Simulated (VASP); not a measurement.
These are PBEsol GGA, VASP's PBE PAW potentials (set 64) (plane waves; VASP) values and carry that method's errors.

A VASP calculation is set up with these files.

**KPOINTS**
```
K-points
0
Gamma
 4 4 4
```

INCAR:
```
# general
SYSTEM  = CsPbCl3
PREC    = Accurate
ENCUT   = 500
LREAL   = .FALSE.
LASPH   = .TRUE.

# electronic loop
EDIFF   = 1E-6
NELM    = 100
ALGO    = Normal
LMAXMIX = 4

# smearing
ISMEAR  = 0
SIGMA   = 0.05

# functional
GGA     = PS

# ions
IBRION  = 2
NSW     = 40
ISIF    = 3
EDIFFG  = -0.02
PSTRESS = 50

# output
LWAVE   = .FALSE.
LCHARG  = .FALSE.
```

**POSCAR**
```
CsPbCl3
1.0
  5.3635349505   0.0000000000   0.0000000000
  0.0000000000   5.3635349505   0.0000000000
  0.0000000000   0.0000000000   5.3635349505
Cs Pb Cl
1 1 3
direct
  0.0000000000   0.0000000000   0.0000000000
  0.5000000000   0.5000000000   0.5000000000
  0.5000000000   0.0000000000   0.5000000000
  0.0000000000   0.5000000000   0.5000000000
  0.5000000000   0.5000000000   0.0000000000
```

POTCAR, in this order: Cs_sv Pb_d Cl (PBE.64 set). Program: vasp_std.

The resulting files:

### OUTCAR
```
 ion  position               nearest neighbor table
   1  0.000  0.000  0.000-
   2  0.500  0.500  0.500-   3 2.68   4 2.68   5 2.68   5 2.68   3 2.68   4 2.68
   3  0.500  0.000  0.500-   2 2.68   2 2.68
   4  0.000  0.500  0.500-   2 2.68   2 2.68
   5  0.500  0.500  0.000-   2 2.68   2 2.68
  LATTYP: Found a simple cubic cell.
 ALAT       =     5.3635349505
 Subroutine PRICEL returns:
 Original cell was already a primitive cell.
 Subroutine GETGRP returns: Found 48 space group operations
The static configuration has the point symmetry O_h .
The dynamic configuration has the point symmetry O_h .
 Subroutine INISYM returns: Found 48 space group operations
 Subroutine IBZKPT returns following result:
 Found     10 irreducible k-points:

 Following reciprocal coordinates:
            Coordinates               Weight
  0.000000  0.000000  0.000000      1.000000
  0.250000  0.000000  0.000000      6.000000
  0.500000  0.000000  0.000000      3.000000
  0.250000  0.250000  0.000000     12.000000
  0.500000  0.250000  0.000000     12.000000
  0.500000  0.500000  0.000000      3.000000
...
```

### OSZICAR
```
       N       E                     dE             d eps       ncg     rms          rms(c)
DAV:   1     0.413693683058E+03    0.41369E+03   -0.19770E+04   520   0.154E+03
DAV:   2     0.303490788094E+02   -0.38334E+03   -0.37212E+03   642   0.353E+02
DAV:   3    -0.164038282773E+02   -0.46753E+02   -0.45136E+02   616   0.133E+02
DAV:   4    -0.185216742743E+02   -0.21178E+01   -0.21123E+01   750   0.339E+01
DAV:   5    -0.185685215371E+02   -0.46847E-01   -0.46800E-01   668   0.397E+00    0.716E+00
DAV:   6    -0.180494093302E+02    0.51911E+00   -0.11912E+00   734   0.114E+01    0.446E+00
DAV:   7    -0.180265685728E+02    0.22841E-01   -0.51085E-01   750   0.503E+00    0.160E+00
DAV:   8    -0.180311425124E+02   -0.45739E-02   -0.72694E-02   786   0.261E+00    0.354E-01
DAV:   9    -0.180312042165E+02   -0.61704E-04   -0.10649E-02   768   0.977E-01    0.114E-01
DAV:  10    -0.180314420647E+02   -0.23785E-03   -0.94497E-04   672   0.216E-01    0.298E-02
DAV:  11    -0.180315044183E+02   -0.62354E-04   -0.12619E-04   740   0.100E-01    0.165E-02
DAV:  12    -0.180315080743E+02   -0.36560E-05   -0.12178E-05   760   0.470E-02    0.389E-03
DAV:  13    -0.180315080127E+02    0.61633E-07   -0.19475E-06   492   0.209E-02
   1 F= -.13216325E+02 E0= -.13216325E+02  d E =-.132163E+02
```

### OUTCAR
```
------------------------ aborting loop because EDIFF is reached ----------------------------------------
  FORCE on cell =-STRESS in cart. coord.  units (eV):
  Direction    XX          YY          ZZ          XY          YZ          ZX
  --------------------------------------------------------------------------------------
  Total        4.8116486      4.8116486      4.8116486     -0.0000000     -0.0000000      0.0000000
  in kB       49.9633032     49.9633032     49.9633032     -0.0000000     -0.0000000      0.0000000
  external PRESSURE =      -0.0366968 kB  Pullay stress =      50.0000000 kB
  volume of cell :      154.30
      direct lattice vectors                 reciprocal lattice vectors
     5.363534951  0.000000000  0.000000000     0.186444203  0.000000000  0.000000000
     0.000000000  5.363534951  0.000000000     0.000000000  0.186444203  0.000000000
     0.000000000  0.000000000  5.363534951     0.000000000  0.000000000  0.186444203
 POSITION                                       TOTAL-FORCE (eV/Angst)
 -----------------------------------------------------------------------------------
      0.00000      0.00000      0.00000         0.000000      0.000000      0.000000
      2.68177      2.68177      2.68177         0.000000      0.000000      0.000000
      2.68177      0.00000      2.68177         0.000000      0.000000      0.000000
      0.00000      2.68177      2.68177         0.000000      0.000000      0.000000
      2.68177      2.68177      0.00000         0.000000      0.000000      0.000000
 -----------------------------------------------------------------------------------
    total drift:                                0.000000      0.000000     -0.000000
  FREE ENERGIE OF THE ION-ELECTRON SYSTEM (eV)
  ---------------------------------------------------
  free  energy   TOTEN  =       -18.0315080127 eV

  energy  without entropy=      -18.0315080127  energy(sigma->0) =      -18.03150801
  enthalpy is  TOTEN    =       -13.2163253475 eV   P V=        4.8151826652

 reached required accuracy - stopping structural energy minimisation
```
(Selected blocks of OUTCAR.)

The compound is CsPbCl3 in the cubic perovskite structure, the ideal cubic form; the compound distorts at low or room temperature. It was relaxed first under an external pressure of 5 GPa.
